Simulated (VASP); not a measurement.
Input:

```yaml
crystal:
  lattice:
    - [0.00000, 1.93596, 1.93596]
    - [1.93596, 0.00000, 1.93596]
    - [1.93596, 1.93596, 0.00000]
  atoms:
    - { symbol: Ir, position: [0.00000, 0.00000, 0.00000] }
```

All values below come from PBE GGA, VASP's PBE PAW potentials (set 64) (plane waves; VASP 6.6.1). Numerical set-up: 520 eV cut-off, 15×15×15 Γ-centred mesh, first-order Methfessel-Paxton smearing of 0.10 eV, potentials Ir.

Unless said otherwise, spin-orbit coupling is left out, though it shifts the bands of the heavy elements here.

Q: Predict the energy per atom (σ→0), band gap (on the k-mesh) with the smallest direct gap where there is one.

A: 
| Item | Result |
|---|---|
| band gap (on the k-mesh) | none (metal, semimetal or under 0.01 eV) |
| energy per atom (σ→0) | -8.855 eV/atom |

The compound is Ir in the fcc structure. It was relaxed first. The start is the result of an earlier pass.
